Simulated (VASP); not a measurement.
Output of a VASP run:

OUTCAR:
```
 ion  position               nearest neighbor table
   1  0.500  0.000  0.000-  33 2.49  46 2.49  54 2.49  62 2.49
   2  0.750  0.250  0.000-  33 2.49  34 2.49  44 2.49  55 2.49
   3  0.750  0.000  0.250-  33 2.49  35 2.49  39 2.49  49 2.49
   4  0.000  0.000  0.000-  36 2.49  39 2.49  44 2.49  63 2.49
   5  0.250  0.250  0.000-  36 2.49  37 2.49  54 2.49  60 2.49
   6  0.500  0.500  0.000-  37 2.49  38 2.49  55 2.49  61 2.49
   7  0.750  0.750  0.000-  38 2.49  39 2.49  56 2.49  62 2.49
   8  0.250  0.000  0.250-  36 2.49  40 2.49  46 2.49  57 2.49
   9  0.502  0.254  0.251-  64 2.41  37 2.49  33 2.52  40 2.53
  10  0.746  0.496  0.251-  64 2.49  38 2.50  34 2.50  41 2.55
  11  0.500  0.000  0.500-  40 2.49  42 2.49  49 2.49  59 2.49
  12  0.746  0.248  0.496-  64 2.46  42 2.48  35 2.48  43 2.56
  13  0.750  0.000  0.750-  42 2.49  44 2.49  53 2.49  62 2.49
  14  0.000  0.500  0.000-  34 2.49  45 2.49  56 2.49  60 2.49
  15  0.250  0.750  0.000-  45 2.49  46 2.49  61 2.49  63 2.49
  16  0.000  0.250  0.250-  34 2.49  35 2.49  36 2.49  47 2.49
  17  0.250  0.500  0.250-  37 2.49  45 2.49  47 2.49  48 2.49
  18  0.500  0.750  0.250-  38 2.49  46 2.49  48 2.49  49 2.49
  19  0.000  0.000  0.500-  35 2.49  50 2.49  53 2.49  57 2.49
  20  0.250  0.250  0.500-  40 2.49  47 2.49  50 2.49  51 2.49
  21  0.498  0.500  0.497-  48 2.46  64 2.47  51 2.51  52 2.53
  22  0.750  0.750  0.500-  41 2.49  49 2.49  52 2.49  53 2.49
  23  0.250  0.000  0.750-  50 2.49  54 2.49  59 2.49  63 2.49
  24  0.500  0.250  0.750-  42 2.49  51 2.49  54 2.49  55 2.49
  25  0.750  0.500  0.750-  43 2.49  52 2.49  55 2.49  56 2.49
  26  0.000  0.750  0.250-  39 2.49  41 2.49  45 2.49  57 2.49
  27  0.000  0.500  0.500-  41 2.49  43 2.49  47 2.49  58 2.49
  28  0.250  0.750  0.500-  48 2.49  57 2.49  58 2.49  59 2.49
  29  0.000  0.250  0.750-  43 2.49  44 2.49  50 2.49  60 2.49
  30  0.250  0.500  0.750-  51 2.49  58 2.49  60 2.49  61 2.49
  31  0.500  0.750  0.750-  52 2.49  59 2.49  61 2.49  62 2.49
  32  0.000  0.750  0.750-  53 2.49  56 2.49  58 2.49  63 2.49
  33  0.625  0.125  0.125-   1 2.49   2 2.49   3 2.49   9 2.52
  34  0.875  0.375  0.125-   2 2.49  14 2.49  16 2.49  10 2.50
  35  0.875  0.125  0.375-  12 2.48   3 2.49  16 2.49  19 2.49
  36  0.125  0.125  0.125-   4 2.49   5 2.49   8 2.49  16 2.49
  37  0.375  0.375  0.125-   9 2.49   6 2.49   5 2.49  17 2.49
  38  0.625  0.625  0.125-   6 2.49   7 2.49  18 2.49  10 2.50
  39  0.875  0.875  0.125-   3 2.49   4 2.49   7 2.49  26 2.49
  40  0.375  0.125  0.375-   8 2.49  11 2.49  20 2.49   9 2.53
  41  0.875  0.625  0.375-  22 2.49  26 2.49  27 2.49  10 2.55
  42  0.625  0.125  0.625-  12 2.48  11 2.49  13 2.49  24 2.49
  43  0.875  0.375  0.625-  25 2.49  27 2.49  29 2.49  12 2.56
  44  0.875  0.125  0.875-   2 2.49   4 2.49  13 2.49  29 2.49
  45  0.125  0.625  0.125-  14 2.49  15 2.49  17 2.49  26 2.49
  46  0.375  0.875  0.125-   1 2.49   8 2.49  15 2.49  18 2.49
  47  0.125  0.375  0.375-  16 2.49  17 2.49  20 2.49  27 2.49
  48  0.375  0.625  0.375-  21 2.46  18 2.49  17 2.49  28 2.49
  49  0.625  0.875  0.375-   3 2.49  11 2.49  18 2.49  22 2.49
  50  0.125  0.125  0.625-  19 2.49  20 2.49  23 2.49  29 2.49
  51  0.375  0.375  0.625-  20 2.49  24 2.49  30 2.49  21 2.51
  52  0.625  0.625  0.625-  22 2.49  25 2.49  31 2.49  21 2.53
  53  0.875  0.875  0.625-  13 2.49  19 2.49  22 2.49  32 2.49
  54  0.375  0.125  0.875-   1 2.49   5 2.49  23 2.49  24 2.49
  55  0.625  0.375  0.875-   2 2.49   6 2.49  24 2.49  25 2.49
  56  0.875  0.625  0.875-   7 2.49  14 2.49  25 2.49  32 2.49
  57  0.125  0.875  0.375-   8 2.49  19 2.49  26 2.49  28 2.49
  58  0.125  0.625  0.625-  27 2.49  28 2.49  30 2.49  32 2.49
  59  0.375  0.875  0.625-  11 2.49  23 2.49  28 2.49  31 2.49
  60  0.125  0.375  0.875-   5 2.49  14 2.49  29 2.49  30 2.49
  61  0.375  0.625  0.875-   6 2.49  15 2.49  30 2.49  31 2.49
  62  0.625  0.875  0.875-   1 2.49   7 2.49  13 2.49  31 2.49
  63  0.125  0.875  0.875-   4 2.49  15 2.49  23 2.49  32 2.49
  64  0.621  0.372  0.376-   9 2.41  12 2.46  21 2.47  10 2.49
 Subroutine IBZKPT returns following result:
 Found      1 irreducible k-points:

 Following reciprocal coordinates:
            Coordinates               Weight
  0.000000  0.000000  0.000000      1.000000
   k-points           NKPTS =      1   k-points in BZ     NKDIM =      1   number of bands    NBANDS=    162
   number of dos      NEDOS =    301   number of ions     NIONS =     64
   total plane-waves  NPLWV = 175616
   dimension x,y,z NGX =    56 NGY =   56 NGZ =   56
   dimension x,y,z NGXF=   112 NGYF=  112 NGZF=  112
   ions per type =              32  31   1
   PREC   = normal    normal or accurate (medium, high low for compatibility)
   ISTART =      0    job   : 0-new  1-cont  2-samecut
   ICHARG =      2    charge: 1-file 2-atom 10-const
...
```

**OSZICAR**
```
...
RMM:   4    -0.256041179165E+03    0.34381E-04   -0.35495E-03   654   0.122E-01    0.638E-02
RMM:   5    -0.256041214309E+03   -0.35145E-04   -0.10401E-03   654   0.613E-02    0.221E-02
RMM:   6    -0.256041228082E+03   -0.13773E-04   -0.23082E-04   693   0.266E-02    0.175E-02
RMM:   7    -0.256041229825E+03   -0.17431E-05   -0.57805E-05   527   0.130E-02
   6 F= -.25604123E+03 E0= -.25604121E+03  d E =-.473755E-01  mag=     1.0000
       N       E                     dE             d eps       ncg     rms          rms(c)
DAV:   1    -0.256042436779E+03   -0.12087E-02   -0.59903E-01   686   0.155E+00    0.244E-01
RMM:   2    -0.256045517987E+03   -0.30812E-02   -0.35855E-02   648   0.345E-01    0.754E-02
RMM:   3    -0.256045891064E+03   -0.37308E-03   -0.47637E-03   671   0.134E-01    0.475E-02
RMM:   4    -0.256045890287E+03    0.77670E-06   -0.59331E-04   658   0.496E-02    0.255E-02
RMM:   5    -0.256045895836E+03   -0.55491E-05   -0.16703E-04   652   0.248E-02    0.895E-03
RMM:   6    -0.256045897922E+03   -0.20855E-05   -0.35006E-05   464   0.107E-02
   7 F= -.25604590E+03 E0= -.25604588E+03  d E =-.520436E-01  mag=     1.0000
       N       E                     dE             d eps       ncg     rms          rms(c)
DAV:   1    -0.256052137865E+03   -0.62420E-02   -0.76331E-01   680   0.178E+00    0.283E-01
RMM:   2    -0.256056050608E+03   -0.39127E-02   -0.46391E-02   648   0.400E-01    0.894E-02
RMM:   3    -0.256056508912E+03   -0.45830E-03   -0.61602E-03   685   0.152E-01    0.583E-02
RMM:   4    -0.256056477697E+03    0.31215E-04   -0.67697E-04   655   0.542E-02    0.265E-02
RMM:   5    -0.256056490465E+03   -0.12769E-04   -0.21081E-04   657   0.268E-02    0.107E-02
RMM:   6    -0.256056489971E+03    0.49436E-06   -0.36163E-05   461   0.114E-02
   8 F= -.25605649E+03 E0= -.25605648E+03  d E =-.105920E-01  mag=     1.0000
       N       E                     dE             d eps       ncg     rms          rms(c)
DAV:   1    -0.256056622612E+03   -0.13215E-03   -0.58815E-02   752   0.496E-01    0.802E-02
RMM:   2    -0.256056948497E+03   -0.32589E-03   -0.37485E-03   648   0.115E-01    0.256E-02
RMM:   3    -0.256056983234E+03   -0.34737E-04   -0.47773E-04   681   0.434E-02    0.168E-02
RMM:   4    -0.256056980577E+03    0.26570E-05   -0.57347E-05   535   0.157E-02
   9 F= -.25605698E+03 E0= -.25605697E+03  d E =-.110827E-01  mag=     1.0000
       N       E                     dE             d eps       ncg     rms          rms(c)
DAV:   1    -0.256057580032E+03   -0.59680E-03   -0.22728E-01   668   0.955E-01    0.136E-01
RMM:   2    -0.256058612200E+03   -0.10322E-02   -0.12252E-02   648   0.199E-01    0.505E-02
RMM:   3    -0.256058674538E+03   -0.62338E-04   -0.14090E-03   687   0.749E-02    0.301E-02
RMM:   4    -0.256058670076E+03    0.44618E-05   -0.17273E-04   660   0.270E-02    0.178E-02
RMM:   5    -0.256058668168E+03    0.19077E-05   -0.62333E-05   569   0.147E-02
  10 F= -.25605867E+03 E0= -.25605865E+03  d E =-.168759E-02  mag=     1.0000
       N       E                     dE             d eps       ncg     rms          rms(c)
DAV:   1    -0.256058668416E+03    0.16604E-05   -0.34924E-03   784   0.119E-01    0.182E-02
RMM:   2    -0.256058685603E+03   -0.17187E-04   -0.20780E-04   646   0.261E-02    0.709E-03
RMM:   3    -0.256058687082E+03   -0.14787E-05   -0.25461E-05   433   0.102E-02    0.427E-03
RMM:   4    -0.256058687239E+03   -0.15740E-06   -0.37722E-06   327   0.379E-03
  11 F= -.25605869E+03 E0= -.25605867E+03  d E =-.170666E-02  mag=     1.0000
```

### OUTCAR
```
------------------------ aborting loop because EDIFF is reached ----------------------------------------
  FORCE on cell =-STRESS in cart. coord.  units (eV):
  Direction    XX          YY          ZZ          XY          YZ          ZX
  --------------------------------------------------------------------------------------
  Total       17.6975156     17.6831300     17.6845756     -0.0267126     -0.0422662     -0.0201557
  in kB       18.5359769     18.5209097     18.5224238     -0.0279782     -0.0442687     -0.0211106
  external PRESSURE =      18.5264368 kB  Pullay stress =       0.0000000 kB
  volume of cell :     1529.70
      direct lattice vectors                 reciprocal lattice vectors
    11.522210421  0.000000000  0.000000000     0.086788903  0.000000000  0.000000000
     0.000000000 11.522210421  0.000000000     0.000000000  0.086788903  0.000000000
     0.000000000  0.000000000 11.522210421     0.000000000  0.000000000  0.086788903
  FREE ENERGIE OF THE ION-ELECTRON SYSTEM (eV)
  ---------------------------------------------------
  free  energy   TOTEN  =      -256.0586872389 eV

  energy  without entropy=     -256.0586593113  energy(sigma->0) =     -256.05867328

 total charge

# of ion       s       p       d       tot
------------------------------------------
    1        1.088   1.106   0.121   2.315
    2        1.084   1.142   0.126   2.352
    3        1.084   1.142   0.126   2.352
    4        1.086   1.128   0.123   2.337
    5        1.088   1.106   0.121   2.315
    6        1.084   1.143   0.126   2.352
    7        1.088   1.105   0.121   2.314
    8        1.088   1.106   0.121   2.315
    9        1.080   0.964   0.127   2.171
   10        1.084   0.953   0.123   2.160
   11        1.084   1.143   0.126   2.352
   12        1.083   0.957   0.125   2.164
   13        1.088   1.105   0.121   2.314
   14        1.088   1.105   0.121   2.314
   15        1.086   1.128   0.123   2.337
   16        1.084   1.142   0.126   2.351
   17        1.084   1.143   0.126   2.353
   18        1.084   1.142   0.126   2.352
   19        1.088   1.105   0.121   2.314
   20        1.084   1.142   0.126   2.352
   21        1.083   0.957   0.124   2.164
   22        1.084   1.140   0.125   2.349
   23        1.086   1.128   0.123   2.337
   24        1.084   1.141   0.125   2.350
   25        1.084   1.139   0.125   2.348
   26        1.088   1.104   0.120   2.312
   27        1.084   1.140   0.125   2.348
   28        1.088   1.106   0.121   2.314
   29        1.088   1.103   0.120   2.312
   30        1.088   1.106   0.121   2.315
   31        1.088   1.105   0.120   2.313
   32        1.086   1.128   0.124   2.338
   33        1.216   1.575   0.024   2.815
   34        1.216   1.574   0.024   2.815
   35        1.216   1.575   0.024   2.815
   36        1.213   1.588   0.024   2.825
   37        1.216   1.575   0.024   2.815
   38        1.216   1.575   0.024   2.815
   39        1.213   1.588   0.024   2.825
   40        1.216   1.575   0.024   2.816
   41        1.216   1.574   0.024   2.814
   42        1.216   1.575   0.024   2.815
   43        1.216   1.574   0.024   2.814
   44        1.213   1.588   0.024   2.825
   45        1.213   1.588   0.024   2.825
   46        1.213   1.588   0.024   2.825
   47        1.223   1.584   0.024   2.831
   48        1.216   1.575   0.024   2.815
...
```
(Selected blocks of OUTCAR.)

**POSCAR**
```
Ga32As31O
1
   11.5222104212    -0.0000000000    -0.0000000000
   -0.0000000000    11.5222104212     0.0000000000
    0.0000000000     0.0000000000    11.5222104212
Ga As O
32 31 1
Direct
  0.5000000000   0.0000000000   0.0000000000
  0.7500000000   0.2500000000   0.0000000000
  0.7500000000   0.0000000000   0.2500000000
  0.0000000000   0.0000000000   0.0000000000
  0.2500000000   0.2500000000   0.0000000000
  0.5000000000   0.5000000000   0.0000000000
  0.7500000000   0.7500000000   0.0000000000
  0.2500000000   0.0000000000   0.2500000000
  0.5017910000   0.2543520000   0.2512100000
  0.7456170000   0.4962150000   0.2506040000
  0.5000000000   0.0000000000   0.5000000000
  0.7462370000   0.2480720000   0.4963340000
  0.7500000000   0.0000000000   0.7500000000
  0.0000000000   0.5000000000   0.0000000000
  0.2500000000   0.7500000000   0.0000000000
  0.0000000000   0.2500000000   0.2500000000
  0.2500000000   0.5000000000   0.2500000000
  0.5000000000   0.7500000000   0.2500000000
  0.0000000000   0.0000000000   0.5000000000
  0.2500000000   0.2500000000   0.5000000000
  0.4981490000   0.5003530000   0.4965860000
  0.7500000000   0.7500000000   0.5000000000
  0.2500000000   0.0000000000   0.7500000000
  0.5000000000   0.2500000000   0.7500000000
  0.7500000000   0.5000000000   0.7500000000
  0.0000000000   0.7500000000   0.2500000000
  0.0000000000   0.5000000000   0.5000000000
  0.2500000000   0.7500000000   0.5000000000
  0.0000000000   0.2500000000   0.7500000000
  0.2500000000   0.5000000000   0.7500000000
  0.5000000000   0.7500000000   0.7500000000
  0.0000000000   0.7500000000   0.7500000000
  0.6250000000   0.1250000000   0.1250000000
  0.8750000000   0.3750000000   0.1250000000
  0.8750000000   0.1250000000   0.3750000000
  0.1250000000   0.1250000000   0.1250000000
  0.3750000000   0.3750000000   0.1250000000
  0.6250000000   0.6250000000   0.1250000000
  0.8750000000   0.8750000000   0.1250000000
  0.3750000000   0.1250000000   0.3750000000
  0.8750000000   0.6250000000   0.3750000000
  0.6250000000   0.1250000000   0.6250000000
  0.8750000000   0.3750000000   0.6250000000
  0.8750000000   0.1250000000   0.8750000000
  0.1250000000   0.6250000000   0.1250000000
  0.3750000000   0.8750000000   0.1250000000
  0.1250000000   0.3750000000   0.3750000000
  0.3750000000   0.6250000000   0.3750000000
  0.6250000000   0.8750000000   0.3750000000
  0.1250000000   0.1250000000   0.6250000000
  0.3750000000   0.3750000000   0.6250000000
  0.6250000000   0.6250000000   0.6250000000
  0.8750000000   0.8750000000   0.6250000000
  0.3750000000   0.1250000000   0.8750000000
  0.6250000000   0.3750000000   0.8750000000
  0.8750000000   0.6250000000   0.8750000000
  0.1250000000   0.8750000000   0.3750000000
  0.1250000000   0.6250000000   0.6250000000
  0.3750000000   0.8750000000   0.6250000000
  0.1250000000   0.3750000000   0.8750000000
  0.3750000000   0.6250000000   0.8750000000
  0.6250000000   0.8750000000   0.8750000000
  0.1250000000   0.8750000000   0.8750000000
  0.6207370000   0.3718100000   0.3762860000
```

Question: Reconstruct the remaining input files.

Answer: One answer among several that fit: the input of the run itself, PBE GGA, plane waves, VASP's PBE PAW potentials (set 64).

**INCAR**
```
SYSTEM = Ga32As31O
PREC = Normal
ENCUT = 400
EDIFF = 1E-5
NELM = 100
ALGO = Fast
LREAL = Auto
LASPH = .TRUE.
ISMEAR = 0
SIGMA = 0.05
GGA = PE
LMAXMIX = 4
LWAVE = .FALSE.
LCHARG = .FALSE.
NELMIN = 4
ISYM = 0
NELECT = 259.0
ISPIN = 2
NUPDOWN = 1
MAGMOM = 64*0.0156
LORBIT = 10
IBRION = 2
ISIF = 2
NSW = 60
EDIFFG = -0.03
```

File KPOINTS:
```
Automatic mesh
0
Gamma
1 1 1
0 0 0
```

POTCAR, in this order: Ga As O (PBE.64 set). Program: vasp_gam.

At this cut-off the stress carries a Pulay error, which pulls relaxed volumes low. The cell is charged, with a uniform compensating background. The supercell is sampled at Γ alone, which is coarse: total energies, pressure and levels can be off, energies of defects by several tenths of an eV.

The cell is a supercell with a defect, built from GaAs (zinc blende): O_As, charge -2.
